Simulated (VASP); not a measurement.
Computed with PBE GGA, VASP's PBE PAW potentials (set 64) (plane waves; VASP 6.6.1).

VASP input:

**INCAR**
```
ALGO  =  Normal
EDIFF  =  1E-6
ENCUT  =  400
GGA  =  PE
ISMEAR  =  0
LASPH  =  T
LCHARG  =  F
LMAXMIX  =  4
LREAL  =  F
LWAVE  =  T
NELM  =  100
PREC  =  Accurate
SIGMA  =  0.05
SYSTEM  =  SnSe
```

**POSCAR**
```
SnSe
11.8535110
  0.9999999599   0.0000000000   0.0000000000
  0.0000000000   0.3555618034   0.0000000000
  0.0000000000   0.0000000000   0.3835964388
Sn Se
4 4
Cartesian
  0.6224280456   0.2666713526   0.1487569405
  0.3775719142   0.0888904509   0.2348394983
  0.8775718942   0.0888904509   0.3405551599
  0.1224280657   0.2666713526   0.0430412789
  0.1456107203   0.0888904509   0.2001747466
  0.8543892396   0.2666713526   0.1834216922
  0.3543892597   0.2666713526   0.0083765272
  0.6456107002   0.0888904509   0.3752199116
```

File KPOINTS:
```
Automatic mesh
0
Gamma
2 4 4
0 0 0
```

POTCAR, in this order: Sn_d Se (PBE.64 set). Program: vasp_std.

The run wrote:

**OUTCAR**
```
 ion  position               nearest neighbor table
   1  0.622  0.750  0.388-   6 2.78   8 2.83   8 2.83   2 3.73   2 3.73
   2  0.378  0.250  0.612-   5 2.78   7 2.83   7 2.83   1 3.73   1 3.73
   3  0.878  0.250  0.888-   8 2.78   6 2.83   6 2.83   4 3.73   4 3.73
   4  0.122  0.750  0.112-   7 2.78   5 2.83   5 2.83   3 3.73   3 3.73
   5  0.146  0.250  0.522-   2 2.78   4 2.83   4 2.83
   6  0.854  0.750  0.478-   1 2.78   3 2.83   3 2.83
   7  0.354  0.750  0.022-   4 2.78   2 2.83   2 2.83
   8  0.646  0.250  0.978-   3 2.78   1 2.83   1 2.83
  LATTYP: Found a simple orthorhombic cell.
 ALAT       =     4.2146557480
 B/A-ratio  =     1.0788460265
 C/A-ratio  =     2.8124504664
 Subroutine PRICEL returns:
 Original cell was already a primitive cell.
 Subroutine GETGRP returns: Found  8 space group operations
The static configuration has the point symmetry S_2 .
 The point group associated with its full space group is D_2h.
The dynamic configuration has the point symmetry S_2 .
 Subroutine INISYM returns: Found  8 space group operations
 Subroutine IBZKPT returns following result:
 Found     18 irreducible k-points:

 Following reciprocal coordinates:
            Coordinates               Weight
...
```

**OSZICAR**
```
       N       E                     dE             d eps       ncg     rms          rms(c)
DAV:   1     0.796135531728E+03    0.79614E+03   -0.32257E+04  1800   0.179E+03
DAV:   2     0.978848851404E+02   -0.69825E+03   -0.67973E+03  1760   0.525E+02
DAV:   3    -0.260884891755E+02   -0.12397E+03   -0.11961E+03  2112   0.189E+02
DAV:   4    -0.334829331704E+02   -0.73944E+01   -0.73241E+01  2016   0.481E+01
DAV:   5    -0.337216128259E+02   -0.23868E+00   -0.23825E+00  2112   0.920E+00    0.626E+00
DAV:   6    -0.329199442606E+02    0.80167E+00   -0.17053E+00  2368   0.588E+00    0.390E+00
DAV:   7    -0.329203353678E+02   -0.39111E-03   -0.55453E-01  2216   0.249E+00    0.159E+00
DAV:   8    -0.329198740040E+02    0.46136E-03   -0.51321E-02  2208   0.142E+00    0.321E-01
DAV:   9    -0.329200957337E+02   -0.22173E-03   -0.72849E-03  2112   0.558E-01    0.113E-01
DAV:  10    -0.329202663663E+02   -0.17063E-03   -0.83139E-04  2024   0.131E-01    0.618E-02
DAV:  11    -0.329203374850E+02   -0.71119E-04   -0.22551E-04  2368   0.801E-02    0.172E-02
DAV:  12    -0.329203279134E+02    0.95716E-05   -0.31417E-05  2104   0.280E-02    0.616E-03
DAV:  13    -0.329203288819E+02   -0.96853E-06   -0.49514E-06  1600   0.102E-02
   1 F= -.32920329E+02 E0= -.32920329E+02  d E =-.504334E-13
```

**OUTCAR**
```
------------------------ aborting loop because EDIFF is reached ----------------------------------------
  FORCE on cell =-STRESS in cart. coord.  units (eV):
  Direction    XX          YY          ZZ          XY          YZ          ZX
  --------------------------------------------------------------------------------------
  Total        0.0575330     -0.0025454     -0.4587432      0.0000000      0.0000000      0.0000000
  in kB        0.4057860     -0.0179526     -3.2355606      0.0000000      0.0000000      0.0000000
  external PRESSURE =      -0.9492424 kB  Pullay stress =       0.0000000 kB
  volume of cell :      227.16
      direct lattice vectors                 reciprocal lattice vectors
    11.853510524  0.000000000  0.000000000     0.084363193  0.000000000  0.000000000
     0.000000000  4.214655748  0.000000000     0.000000000  0.237267302  0.000000000
     0.000000000  0.000000000  4.546964607     0.000000000  0.000000000  0.219926937
 POSITION                                       TOTAL-FORCE (eV/Angst)
 -----------------------------------------------------------------------------------
      7.37796      3.16099      1.76329         0.008948      0.000000      0.002101
      4.47555      1.05366      2.78367        -0.008948     -0.000000     -0.002101
     10.40231      1.05366      4.03677        -0.008948      0.000000      0.002101
      1.45120      3.16099      0.51019         0.008948     -0.000000     -0.002101
      1.72600      1.05366      2.37277        -0.009065      0.000000      0.001874
     10.12751      3.16099      2.17419         0.009065      0.000000     -0.001874
      4.20076      3.16099      0.09929         0.009065      0.000000      0.001874
      7.65275      1.05366      4.44767        -0.009065      0.000000     -0.001874
 -----------------------------------------------------------------------------------
    total drift:                               -0.000000     -0.000000     -0.000000
  FREE ENERGIE OF THE ION-ELECTRON SYSTEM (eV)
  ---------------------------------------------------
  free  energy   TOTEN  =       -32.9203288819 eV

  energy  without entropy=      -32.9203288819  energy(sigma->0) =      -32.92032888
```
(Selected blocks of OUTCAR.)

Without a dispersion term in the relaxation, distances and binding between the weakly bound layers, chains or molecules are unreliable, and so is what depends on them.

The structure comes from a computed database's SnSe entry (Pnma); how it stands against other phases isn't given here. It was relaxed first.
